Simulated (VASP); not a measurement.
# AlB3P4 (P1) in VASP: relaxation of cell and atoms with PBE

Aim: the relaxation of cell and atoms of AlB3P4 with PBE.

All numbers are computed with VASP 6.6.1; they aren't measurements. Logs are shortened: lines on timing, memory, paths and dates and some standing lists are left out, and cuts for length are marked.

## (1) The crystal as given

The typed cell holds 8 atoms: a = 3.285 Å, b = 3.362 Å, c = 9.888 Å, α = 89.83°, β = 90.21°, γ = 90.76°.

The cell was built by a generator and needn't be a form met in nature.

## (2) Relaxation of cell and atoms, PBE

Contents of INCAR:

```
PREC = Normal
ENCUT = 520
EDIFF = 1E-5
ISMEAR = 0
SIGMA = 0.15
LREAL = Auto
LASPH = T
NELM = 80
ALGO = Fast
ISIF = 3
LWAVE = F
LCHARG = F
GGA = PE
IBRION = 2
NSW = 110
EDIFFG = -0.03
ISYM = 0
KPAR = 2
```

Contents of KPOINTS:

```
regular mesh
0
Gamma
  7 7 3
```

Contents of POSCAR:

```
AlB3P4
1.0
    3.2845941000     -0.0221471700     -0.0061113700
   -0.0221471700      3.3622084900      0.0048742200
   -0.0179733300      0.0143349300      9.8879052100
Al B P
1 3 4
Direct
    0.0371204000      0.0003295300      0.9962365600
    0.5183009100      0.5025694800      0.7171053500
    0.9563965700      0.9657052300      0.5029876400
    0.4826972100      0.5141651400      0.2890723600
    0.9552356700      0.4719326300      0.6187889500
    0.5025805300      0.9701248100      0.3941742000
    0.9813678600      0.4356929800      0.1577861600
    0.5138066100      0.9749528800      0.8307331800
```

Potentials or basis: VASP PAW PBE potentials, release 64 (Al, B, P).

Command:

```
$ cat potpaw_PBE.64/Al/POTCAR potpaw_PBE.64/B/POTCAR potpaw_PBE.64/P/POTCAR > POTCAR
$ mpirun -np 2 vasp_std > vasp.out
```

OUTCAR:

```text
PREC = Normal
   ENCUT = 520
   EDIFF = 1E-5
   ISMEAR = 0
   LREAL = Auto
   LASPH = T
   NELM = 80
   ISIF = 3
   GGA = PE
   IBRION = 2
   NSW = 110
   EDIFFG = -0.03
   ISYM = 0

 ion  position               nearest neighbor table
   1  0.037  0.000  0.996-   7 2.18   8 2.27   8 2.37   7 2.48
   2  0.518  0.503  0.717-   5 1.74   8 1.95   5 2.09   8 2.10
   3  0.956  0.966  0.503-   6 1.84   5 2.01   5 2.05   6 2.10
   4  0.483  0.514  0.289-   6 1.85   6 2.10   7 2.11   7 2.11
   5  0.955  0.472  0.619-   2 1.74   3 2.01   3 2.05   2 2.09
   6  0.503  0.970  0.394-   3 1.84   4 1.85   3 2.10   4 2.10
   7  0.981  0.436  0.158-   4 2.11   4 2.11   1 2.18   1 2.48
   8  0.514  0.975  0.831-   2 1.95   2 2.10   1 2.27   1 2.37

IMPORTANT INFORMATION: All symmetrisations will be switched off!
NOSYMM: (Re-)initialisation of all symmetry stuff for point group C_1.

----------------------------------------------------------------------------------------

                                     Primitive cell

  volume of cell :     109.1915

  direct lattice vectors                    reciprocal lattice vectors
     3.284594100 -0.022147170 -0.006111370     0.304466163  0.002004748  0.000550524
    -0.022147170  3.362208490  0.004874220     0.002004748  0.297437380 -0.000427564
    -0.017973330  0.014334930  9.887905210     0.000187192 -0.000145382  0.101134207

  length of vectors
     3.284674451  3.362284965  9.887931936     0.304473261  0.297444443  0.101134484

  position of ions in fractional coordinates (direct lattice)
     0.037120400  0.000329530  0.996236560
     0.518300910  0.502569480  0.717105350
     0.956396570  0.965705230  0.502987640
     0.482697210  0.514165140  0.289072360
     0.955235670  0.471932630  0.618788950
     0.502580530  0.970124810  0.394174200
     0.981367860  0.435692980  0.157786160
     0.513806610  0.974952880  0.830733180

  ion indices of the primitive-cell ions
   primitive index   ion index
                 1           1
                 2           2
                 3           3
                 4           4
                 5           5
                 6           6
                 7           7
                 8           8

----------------------------------------------------------------------------------------

 KPOINTS: regular mesh

Automatic generation of k-mesh.
 Grid dimensions read from file:
 generate k-points for:    7    7    3

 Generating k-lattice:

  Cartesian coordinates                     Fractional coordinates (reciprocal lattice)
     0.043495166  0.000286393  0.000078646     0.142857143  0.000000000  0.000000000
     0.000286393  0.042491054 -0.000061081     0.000000000  0.142857143  0.000000000
     0.000062397 -0.000048461  0.033711402    -0.000000000  0.000000000  0.333333333

  Length of vectors
     0.043496180  0.042492063  0.033711495

  Shift w.r.t. Gamma in fractional coordinates (k-lattice)
     0.000000000  0.000000000  0.000000000

 Subroutine IBZKPT returns following result:
 ===========================================

 Found     74 irreducible k-points:

 Following reciprocal coordinates:
            Coordinates               Weight
  0.000000  0.000000  0.000000      1.000000
  0.142857  0.000000 -0.000000      2.000000
  0.285714  0.000000  0.000000      2.000000
  0.428571 -0.000000  0.000000      2.000000
  0.000000  0.142857  0.000000      2.000000
  0.142857  0.142857  0.000000      2.000000
[... 16 lines left out ...]
 -0.428571  0.428571 -0.000000      2.000000
 -0.285714  0.428571  0.000000      2.000000
 [... further k-points ...]
   k-points           NKPTS =     74   k-points in BZ     NKDIM =     74   number of bands    NBANDS=     21
   number of dos      NEDOS =    301   number of ions     NIONS =      8
   total plane-waves  NPLWV =  20160
   dimension x,y,z NGX =    18 NGY =   20 NGZ =   56
   dimension x,y,z NGXF=    36 NGYF=   40 NGZF=  112
   ions per type =               1   3   4
   NGX,Y,Z   is equivalent  to a cutoff of   9.11,  9.89,  9.42 a.u.
   NGXF,Y,Z  is equivalent  to a cutoff of  18.22, 19.78, 18.83 a.u.
 SYSTEM =  unknown system
   PREC   = normal    normal or accurate (medium, high low for compatibility)
   ISTART =      0    job   : 0-new  1-cont  2-samecut
   ICHARG =      2    charge: 1-file 2-atom 10-const
   ISPIN  =      1    spin polarized calculation?
   LNONCOLLINEAR =      F non collinear calculations
   LSORBIT =      F    spin-orbit coupling
   LASPH  =      T    aspherical Exc in radial PAW
   ENCUT  =  520.0 eV  38.22 Ry    6.18 a.u.   6.11  6.25 18.39*2*pi/ulx,y,z
   NELM   =     80;   NELMIN=  2; NELMDL= -5     # of ELM steps
   EDIFF  = 0.1E-04   stopping-criterion for ELM
   LREAL  =      T    real-space projection
   EDIFFG = -.3E-01   stopping-criterion for IOM
   NSW    =    110    number of steps for IOM
   IBRION =      2    ionic relax: 0-MD 1-quasi-New 2-CG
   NFREE  =      1    steps in history (QN), initial steepest desc. (CG)
   ISIF   =      3    stress and relaxation
   ISYM   =      0    0-nonsym 1-usesym 2-fastsym
   POTIM  = 0.5000    time-step for ionic-motion
   TEBEG  =    0.0;   TEEND  =   0.0 temperature during run
   PSTRESS=    0.0 pullay stress
   NELECT =      32.0000    total number of electrons
   NUPDOWN=      -1.0000    fix difference up-down
   EMIN   =  10.00;   EMAX   =-10.00  energy-range for DOS
   EFERMI =   0.00;   METHOD = LEGACY
   ISMEAR =     0;   SIGMA  =   0.15  broadening in eV -4-tet -1-fermi 0-gaus
   EFERMI_NEDOS =   21; number of points for ismear=-14 and -15
   IALGO  =     68    algorithm
   IMIX   =      4    mixing-type and parameters
     AMIX     =   0.40;   BMIX     =  1.00
     AMIX_MAG =   1.60;   BMIX_MAG =  1.00
  volume/ion in A,a.u.               =      13.65        92.11
  Fermi-wavevector in a.u.,A,eV,Ry     =   1.087415  2.054916 16.088488  1.182471
  Thomas-Fermi vector in A             =   2.223573
   LORBIT       =      0    0 simple, 1 ext, 2 COOP (PROOUT), +10 PAW based schemes
   GGA     = PE    functional components
   LHFCALC =     F    Hartree Fock is set to
   AEXX    =    0.0000 exact exchange contribution
   IVDW    =     0    specifies the selected vdW correction
   LEPSILON=     F    determine dielectric tensor
   LRPA    =     F    only Hartree local field effects (RPA)
 conjugate gradient relaxation of ions
 non-spin polarized calculation
 RMM-DIIS sequential band-by-band and
 Gauss-broadening in eV      SIGMA  =   0.15
  energy-cutoff  :      520.00
  volume of cell :      109.19
 maximum number of plane-waves:      2964
   NGX = 13   NGY = 13   NGZ = 37

--------------------------------------- Ionic step        1  -------------------------------------------

 number of electron      32.0000000 magnetization

 Free energy of the ion-electron system (eV)
  ---------------------------------------------------
  ext. energy  EPLUGINS =         0.00000000
  ---------------------------------------------------
  free energy    TOTEN  =       -46.20004581 eV

  energy without entropy =      -46.19527879  energy(sigma->0) =      -46.19766230

------------------------ aborting loop because EDIFF is reached ----------------------------------------

  FORCE on cell =-STRESS in cart. coord.  units (eV):
  Direction    XX          YY          ZZ          XY          YZ          ZX
  --------------------------------------------------------------------------------------
  -------------------------------------------------------------------------------------
  Total        6.6442071     -0.1388100      2.4155958     -0.0894659      3.1143368     -2.1559853
  in kB       97.4910524     -2.0367714     35.4442557     -1.3127409     45.6969456    -31.6349678
  external PRESSURE =      43.6328456 kB  Pullay stress =       0.0000000 kB
[... 107 lines left out ...]
  FREE ENERGIE OF THE ION-ELECTRON SYSTEM (eV)
  ---------------------------------------------------
  free  energy   TOTEN  =       -47.4577141981 eV

  energy  without entropy=      -47.4546989553  energy(sigma->0) =      -47.45620658

[... ionic steps 4 to 16 ...]

--------------------------------------- Ionic step       17  -------------------------------------------

 number of electron      32.0000000 magnetization

------------------------ aborting loop because EDIFF is reached ----------------------------------------

  FORCE on cell =-STRESS in cart. coord.  units (eV):
  Direction    XX          YY          ZZ          XY          YZ          ZX
  --------------------------------------------------------------------------------------
  -------------------------------------------------------------------------------------
  Total       -0.0123965      0.1483918      0.0835146      0.0318926      0.0535720     -0.0425610
  in kB       -0.1807727      2.1639257      1.2178526      0.4650747      0.7812150     -0.6206467
  external PRESSURE =       1.0670018 kB  Pullay stress =       0.0000000 kB
[... 69 lines left out ...]
  energy  without entropy=      -47.7609004390  energy(sigma->0) =      -47.76105707

--------------------------------------- Ionic step       19  -------------------------------------------

 number of electron      32.0000000 magnetization

 Free energy of the ion-electron system (eV)
  ---------------------------------------------------
  ext. energy  EPLUGINS =         0.00000000
  ---------------------------------------------------
  free energy    TOTEN  =       -47.76154774 eV

  energy without entropy =      -47.76123813  energy(sigma->0) =      -47.76139294

 E-fermi :   7.5102     XC(G=0): -10.3835

 val. band max:        7.2768455822   @ k =   0.0000   0.0000   0.0000
 cond. band min:       7.7652730905   @ k =   0.4286   0.4286   0.0000
 fundamental gap:      0.4884275084
 Fermi energy:         7.5101757893

 k-point     1 :       0.0000    0.0000    0.0000
  band No.  band energies     occupation
      1      -7.9298      2.00000
      2      -6.7892      2.00000
      3      -5.8810      2.00000
      4      -3.6193      2.00000
      5      -1.1497      2.00000
      6       2.6968      2.00000
[... 550 lines left out ...]
      5      -0.9998      2.00000
      6      -0.7883      2.00000
[... 13 lines left out ...]
     20      10.3468      0.00000
     21      10.4474      0.00000

 [... further k-points ...]

------------------------ aborting loop because EDIFF is reached ----------------------------------------

  FORCE on cell =-STRESS in cart. coord.  units (eV):
  Direction    XX          YY          ZZ          XY          YZ          ZX
  --------------------------------------------------------------------------------------
  -------------------------------------------------------------------------------------
  Total        0.0147228     -0.0442349     -0.0217440      0.0035409     -0.0034419      0.0298158
  in kB        0.2144825     -0.6444142     -0.3167666      0.0515843     -0.0501419      0.4343559
  external PRESSURE =      -0.2488995 kB  Pullay stress =       0.0000000 kB
[... 23 lines left out ...]
  FREE ENERGIE OF THE ION-ELECTRON SYSTEM (eV)
  ---------------------------------------------------
  free  energy   TOTEN  =       -47.7615477450 eV

  energy  without entropy=      -47.7612381311  energy(sigma->0) =      -47.76139294

 reached required accuracy - stopping structural energy minimisation
```

Wall time 2.7 min (2 MPI ranks of Intel Xeon 6975P-C (Granite Rapids), shared host); peak memory 0.21 GiB.

What came out:

```
Free energy                            : -47.7615 eV
Relaxed volume                         : 13.75 Å³/atom
Relaxed cell                           : a = 3.344 Å, b = 3.345 Å, c = 9.832 Å, α = 90.00°, β = 90.06°, γ = 90.02°
Space group after relaxing (to 0.05 Å) : P-4m2 (No. 115)
Energy gained by relaxing              : 195.2 meV/atom
Ionic steps                            : 19
Pressure after relaxing                : 0.0 GPa
Largest force after relaxing           : 0.029 eV/Å
Band gap on the k mesh                 : 0.49 eV, indirect (least direct gap 0.59 eV)
```

Forces on the atoms (eV/Å):
```
Al   0.008  0.009 -0.001
B   -0.002  0.003 -0.003
B   -0.005 -0.018  0.012
B    0.016  0.011 -0.012
P   -0.022 -0.016 -0.009
P    0.003  0.007 -0.018
P    0.017 -0.007  0.015
P   -0.015  0.011  0.016
```

The path:
```csv
step,energy change (eV),largest force (eV/Å),pressure (GPa),volume (Å³)
1,0.0000,5.1474,4.36,109.19
2,-0.6279,2.7923,-4.06,115.07
3,-1.2577,1.0795,-2.85,112.24
4,-1.4650,0.6989,0.84,109.06
5,-1.4662,0.7692,1.18,108.81
6,-1.5261,0.3048,0.31,109.58
7,-1.5282,0.3153,0.15,109.74
8,-1.5434,0.2128,-0.28,110.12
9,-1.5440,0.2491,-0.36,110.21
10,-1.5517,0.1357,0.05,109.89
11,-1.5525,0.1514,0.23,109.75
12,-1.5558,0.1194,0.00,109.97
13,-1.5564,0.1333,-0.16,110.10
14,-1.5590,0.0964,-0.14,110.08
15,-1.5599,0.1022,-0.12,110.06
16,-1.5600,0.1063,-0.12,110.05
17,-1.5612,0.0434,0.11,109.87
18,-1.5612,0.0452,0.11,109.87
19,-1.5615,0.0286,-0.02,109.98
```

Final structure:
```
CELL_PARAMETERS angstrom
3.34397 -0.00032 -0.00137
-0.00082 3.34503 -0.00005
-0.00560 -0.00049 9.83214
ATOMIC_POSITIONS crystal
Al 0.99562 0.97830 0.00077
B 0.49421 0.47963 0.72810
B 0.99290 0.98088 0.50090
B 0.49154 0.47865 0.27370
P 0.99362 0.48101 0.61445
P 0.49236 0.97913 0.38747
P 0.99157 0.47861 0.16162
P 0.49569 0.97925 0.83988
```

Caveat: an odd mesh through Γ misses points on the zone boundary, where band edges often lie.
